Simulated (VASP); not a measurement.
All values below come from PBE GGA, VASP's PBE PAW potentials (set 64) (plane waves; VASP 6.6.1).

Input for VASP

### INCAR
```
ALGO=Normal
EDIFF=1E-6
ENCUT=400
GGA=PE
ISIF=2
ISMEAR=1
KGAMMA=.FALSE.
KSPACING=0.5
LASPH=.TRUE.
LCHARG=.FALSE.
LMAXMIX=4
LREAL=.FALSE.
LWAVE=.FALSE.
NELM=100
PREC=Accurate
SIGMA=0.1
SYSTEM=PdIn
```

POSCAR:
```
PdIn
1
    3.3150000000     0.0000000000     0.0000000000
    0.0000000000     3.3150000000     0.0000000000
    0.0000000000     0.0000000000     3.3150000000
In Pd
1 1
Direct
  0.5000000000   0.5000000000   0.5000000000
  0.0000000000   0.0000000000   0.0000000000
```

POTCAR, in this order: In_d Pd (PBE.64 set). Program: vasp_std.

Output

File OSZICAR:
```
       N       E                     dE             d eps       ncg     rms          rms(c)
DAV:   1     0.127825213432E+03    0.12783E+03   -0.99637E+03   127   0.165E+03
DAV:   2    -0.278703449195E+01   -0.13061E+03   -0.12598E+03   127   0.343E+02
DAV:   3    -0.869063216452E+01   -0.59036E+01   -0.58760E+01   148   0.795E+01
DAV:   4    -0.879058444133E+01   -0.99952E-01   -0.99946E-01   142   0.101E+01
DAV:   5    -0.879797350748E+01   -0.73891E-02   -0.73890E-02   193   0.239E+00    0.592E+00
DAV:   6    -0.863841654118E+01    0.15956E+00   -0.46251E-01   141   0.969E+00    0.281E+00
DAV:   7    -0.860685797392E+01    0.31559E-01   -0.85095E-02   171   0.499E+00    0.140E+00
DAV:   8    -0.859885938048E+01    0.79986E-02   -0.26076E-02   148   0.166E+00    0.381E-01
DAV:   9    -0.859818086796E+01    0.67851E-03   -0.19393E-03   162   0.779E-01    0.584E-02
DAV:  10    -0.859818783046E+01   -0.69625E-05   -0.48635E-05   170   0.105E-01    0.235E-02
DAV:  11    -0.859818915672E+01   -0.13263E-05   -0.51431E-06   127   0.241E-02    0.361E-03
DAV:  12    -0.859818959058E+01   -0.43386E-06   -0.37994E-07   102   0.634E-03
   1 F= -.85981896E+01 E0= -.85950783E+01  d E =-.933397E-02
```

**OUTCAR**
```
------------------------ aborting loop because EDIFF is reached ----------------------------------------
  FORCE on cell =-STRESS in cart. coord.  units (eV):
  Direction    XX          YY          ZZ          XY          YZ          ZX
  --------------------------------------------------------------------------------------
  Total       -0.0508858     -0.0508858     -0.0508858     -0.0000000      0.0000000     -0.0000000
  in kB       -2.2379814     -2.2379814     -2.2379814     -0.0000000      0.0000000     -0.0000000
  external PRESSURE =      -2.2379814 kB  Pullay stress =       0.0000000 kB
  volume of cell :       36.43
      direct lattice vectors                 reciprocal lattice vectors
     3.315000000  0.000000000  0.000000000     0.301659125  0.000000000  0.000000000
     0.000000000  3.315000000  0.000000000     0.000000000  0.301659125  0.000000000
     0.000000000  0.000000000  3.315000000     0.000000000  0.000000000  0.301659125
 POSITION                                       TOTAL-FORCE (eV/Angst)
 -----------------------------------------------------------------------------------
      1.65750      1.65750      1.65750         0.000000      0.000000      0.000000
      0.00000      0.00000      0.00000         0.000000      0.000000      0.000000
 -----------------------------------------------------------------------------------
    total drift:                                0.000000      0.000000     -0.000000
  FREE ENERGIE OF THE ION-ELECTRON SYSTEM (eV)
  ---------------------------------------------------
  free  energy   TOTEN  =        -8.5981895906 eV

  energy  without entropy=       -8.5888556165  energy(sigma->0) =       -8.59507827
```
(Selected blocks of OUTCAR.)

OUTCAR:
```
 val. band max:        9.3312392976   @ k =   0.3750   0.1250   0.1250

 cond. band min:       9.8009684631   @ k =   0.3750   0.3750   0.1250


 Fermi energy:         9.7808283148

 k-point     1 :       0.1250    0.1250    0.1250
  band No.  band energies     occupation
      1      -4.8699      2.00000
      2      -4.8699      2.00000
      3      -4.6178      2.00000
      4      -4.6178      2.00000
      5      -4.6075      2.00000
      6       0.8652      2.00000
      7       6.3316      2.00000
      8       6.3316      2.00000
      9       7.2373      2.00000
     10       7.4435      2.00000
     11       7.4435      2.00000
     12      13.1958      0.00000
     13      13.3840      0.00000
     14      13.3840      0.00000
     15      21.6251      0.00000

 k-point     2 :       0.3750    0.1250    0.1250
  band No.  band energies     occupation
      1      -4.8419      2.00000
      2      -4.7086      2.00000
      3      -4.6899      2.00000
      4      -4.6430      2.00000
      5      -4.6036      2.00000
      6       2.6249      2.00000
      7       5.5893      2.00000
      8       6.4298      2.00000
      9       6.7443      2.00000
     10       7.1854      2.00000
     11       7.5030      2.00000
     12       9.3312      2.00000
     13      15.2825      0.00000
     14      15.8490      0.00000
     15      19.2530      0.00000

 k-point     3 :       0.3750    0.3750    0.1250
  band No.  band energies     occupation
      1      -4.8354      2.00000
      2      -4.7427      2.00000
      3      -4.7075      2.00000
      4      -4.6992      2.00000
      5      -4.4885      2.00000
      6       3.6858      2.00000
      7       6.0031      2.00000
      8       6.5828      2.00000
      9       6.8800      2.00000
     10       7.6096      2.00000
     11       7.6949      2.00000
     12       9.8010      0.66667
     13      11.5650     -0.00000
     14      14.5730      0.00000
     15      16.8981      0.00000
...
```

Unless said otherwise, spin-orbit coupling is left out, though it shifts the bands of the heavy elements here.

The compound is PdIn in the CsCl type structure. The cell was not relaxed at this level. The run is one of a series of settings (KGAMMA = .FALSE., KSPACING = 0.5, KPOINTS file removed against the base run), some of them coarse on purpose. The electron count is odd and the run is not spin-polarised, which forces a metal.
